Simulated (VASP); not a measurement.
Calculation: PBEsol GGA, VASP's PBE PAW potentials (set 64) (plane waves; VASP 6.6.1).

The input files of a VASP run:

**POSCAR**
```
WC
1
    1.4510607390    -2.5133109992    -0.0000000000
    1.4510607390     2.5133109992     0.0000000000
   -0.0000000000    -0.0000000000     2.8291178855
W C
1 1
Direct
  0.0000000000   0.0000000000   0.0000000000
  0.3731211520   0.6268788480   0.5000000000
```

File KPOINTS:
```
Automatic mesh
0
Gamma
14 14 12
0 0 0
```

### INCAR
```
# general
SYSTEM  = WC
PREC    = Accurate
ENCUT   = 600   # plane-wave cut-off (eV)
LREAL   = F
LASPH   = T   # aspherical one-centre terms

# electronic loop
EDIFF   = 1E-7   # SCF stop (eV)
NELM    = 100
ALGO    = Normal
LMAXMIX = 6

# smearing
ISMEAR  = 1   # Methfessel-Paxton
SIGMA   = 0.1   # width (eV)

# functional
GGA     = PS

# ions
ISIF    = 2   # forces and stress, cell fixed

# output
LWAVE   = F
LCHARG  = F
```

POTCAR, in this order: W_sv C (PBE.64 set). Program: vasp_std.

Output

### OUTCAR
```
 ion  position               nearest neighbor table
   1  0.000  0.000  0.000-   2 2.12   2 2.12   2 2.12   2 2.12   2 2.35   2 2.35
   2  0.373  0.627  0.500-   1 2.12   1 2.12   1 2.12   1 2.12   1 2.35   1 2.35
  LATTYP: Found a hexagonal cell.
 ALAT       =     2.9021215424
 C/A-ratio  =     0.9748447280
 Subroutine PRICEL returns:
 Original cell was already a primitive cell.
 Subroutine GETGRP returns: Found  4 space group operations
The static configuration has the point symmetry C_2v.
The dynamic configuration has the point symmetry C_2v.
 Subroutine INISYM returns: Found  4 space group operations
 Subroutine IBZKPT returns following result:
 Found    399 irreducible k-points:

 Following reciprocal coordinates:
            Coordinates               Weight
  0.000000  0.000000  0.000000      1.000000
  0.071429  0.000000  0.000000      4.000000
 -0.071429  0.071429  0.000000      2.000000
  0.142857  0.000000  0.000000      4.000000
 -0.142857  0.142857  0.000000      2.000000
  0.214286  0.000000  0.000000      4.000000
 -0.214286  0.214286  0.000000      2.000000
  0.285714  0.000000  0.000000      4.000000
 -0.285714  0.285714  0.000000      2.000000
  0.357143  0.000000  0.000000      4.000000
 -0.357143  0.357143  0.000000      2.000000
  0.428571  0.000000  0.000000      4.000000
 -0.428571  0.428571  0.000000      2.000000
  0.500000  0.000000  0.000000      2.000000
  0.500000  0.500000  0.000000      1.000000
  0.071429  0.071429  0.000000      2.000000
 -0.071429  0.142857  0.000000      4.000000
  0.142857  0.071429  0.000000      4.000000
 -0.071429  0.214286  0.000000      4.000000
 -0.214286  0.142857  0.000000      4.000000
  0.214286  0.071429  0.000000      4.000000
 -0.071429  0.285714  0.000000      4.000000
 -0.285714  0.214286  0.000000      4.000000
  0.285714  0.071429  0.000000      4.000000
 -0.071429  0.357143  0.000000      4.000000
 -0.357143  0.285714  0.000000      4.000000
  0.357143  0.071429  0.000000      4.000000
 -0.071429  0.428571  0.000000      4.000000
 -0.428571  0.357143  0.000000      4.000000
  0.428571  0.071429  0.000000      4.000000
 -0.071429  0.500000  0.000000      4.000000
  0.500000  0.428571  0.000000      4.000000
  0.142857  0.142857  0.000000      2.000000
 -0.142857  0.285714  0.000000      4.000000
  0.214286  0.142857  0.000000      4.000000
 -0.142857  0.357143  0.000000      4.000000
 -0.357143  0.214286  0.000000      4.000000
  0.285714  0.142857  0.000000      4.000000
 -0.142857  0.428571  0.000000      4.000000
 -0.428571  0.285714  0.000000      4.000000
   k-points           NKPTS =    399   k-points in BZ     NKDIM =    399   number of bands    NBANDS=     13
   number of dos      NEDOS =    301   number of ions     NIONS =      2
   total plane-waves  NPLWV =  13824
   dimension x,y,z NGX =    24 NGY =   24 NGZ =   24
   dimension x,y,z NGXF=    48 NGYF=   48 NGZF=   48
   ions per type =               1   1
   PREC   = accura    normal or accurate (medium, high low for compatibility)
   ISTART =      0    job   : 0-new  1-cont  2-samecut
   ICHARG =      2    charge: 1-file 2-atom 10-const
   ISPIN  =      1    spin polarized calculation?
   LNONCOLLINEAR =      F non collinear calculations
   LSORBIT =      F    spin-orbit coupling
   INIWAV =      1    electr: 0-lowe 1-rand  2-diag
   ENCUT  =  600.0 eV  44.10 Ry    6.64 a.u.   5.80  5.80  5.65*2*pi/ulx,y,z
   NELM   =    100;   NELMIN=  2; NELMDL= -5     # of ELM steps
   EDIFF  = 0.1E-06   stopping-criterion for ELM
   LREAL  =      F    real-space projection
   NLSPLINE    = F    spline interpolate recip. space projectors
...
```

OSZICAR:
```
       N       E                     dE             d eps       ncg     rms          rms(c)
DAV:   1     0.120706338109E+03    0.12071E+03   -0.10685E+04 10382   0.170E+03
DAV:   2    -0.219544495381E+02   -0.14266E+03   -0.13868E+03 11624   0.409E+02
DAV:   3    -0.264872526062E+02   -0.45328E+01   -0.44812E+01 12914   0.653E+01
DAV:   4    -0.265322764069E+02   -0.45024E-01   -0.45011E-01 11249   0.691E+00
DAV:   5    -0.265326231197E+02   -0.34671E-03   -0.34670E-03 12669   0.641E-01    0.342E+01
DAV:   6    -0.237369208244E+02    0.27957E+01   -0.92308E+00 11819   0.310E+01    0.964E+00
DAV:   7    -0.236499321022E+02    0.86989E-01   -0.42104E-01 10829   0.585E+00    0.667E+00
DAV:   8    -0.236162391739E+02    0.33693E-01   -0.67904E-02 11754   0.254E+00    0.702E-01
DAV:   9    -0.236156418448E+02    0.59733E-03   -0.26021E-03 11184   0.462E-01    0.143E-01
DAV:  10    -0.236155034996E+02    0.13835E-03   -0.27234E-04 12169   0.231E-01    0.465E-02
DAV:  11    -0.236155033470E+02    0.15257E-06   -0.16077E-05 11399   0.424E-02    0.881E-03
DAV:  12    -0.236155027049E+02    0.64207E-06   -0.33993E-06 11349   0.158E-02    0.261E-03
DAV:  13    -0.236155027128E+02   -0.79040E-08   -0.94231E-08  6507   0.317E-03
   1 F= -.23615503E+02 E0= -.23615462E+02  d E =-.120857E-03
```

OUTCAR:
```
------------------------ aborting loop because EDIFF is reached ----------------------------------------
  FORCE on cell =-STRESS in cart. coord.  units (eV):
  Direction    XX          YY          ZZ          XY          YZ          ZX
  --------------------------------------------------------------------------------------
  Total        1.5342519     -0.6000796      1.1908119      0.0000000      0.0000000      0.0000000
  in kB      119.1226606    -46.5914913     92.4572307      0.0000000      0.0000000      0.0000000
  external PRESSURE =      54.9961333 kB  Pullay stress =       0.0000000 kB
  volume of cell :       20.64
      direct lattice vectors                 reciprocal lattice vectors
     1.451060739 -2.513310999  0.000000000     0.344575514 -0.198940760  0.000000000
     1.451060739  2.513310999  0.000000000     0.344575514  0.198940760  0.000000000
     0.000000000  0.000000000  2.829117886     0.000000000  0.000000000  0.353467067
 POSITION                                       TOTAL-FORCE (eV/Angst)
 -----------------------------------------------------------------------------------
      0.00000      0.00000      0.00000         0.000000     -2.664801      0.000000
      1.45106      0.63777      1.41456         0.000000      2.664801      0.000000
 -----------------------------------------------------------------------------------
    total drift:                                0.000000      0.000057     -0.000000
  FREE ENERGIE OF THE ION-ELECTRON SYSTEM (eV)
  ---------------------------------------------------
  free  energy   TOTEN  =       -23.6155027128 eV

  energy  without entropy=      -23.6153818556  energy(sigma->0) =      -23.61546243
```
(Selected blocks of OUTCAR.)

The compound is WC in the wc structure. This cell was strained or had an atom moved on purpose.
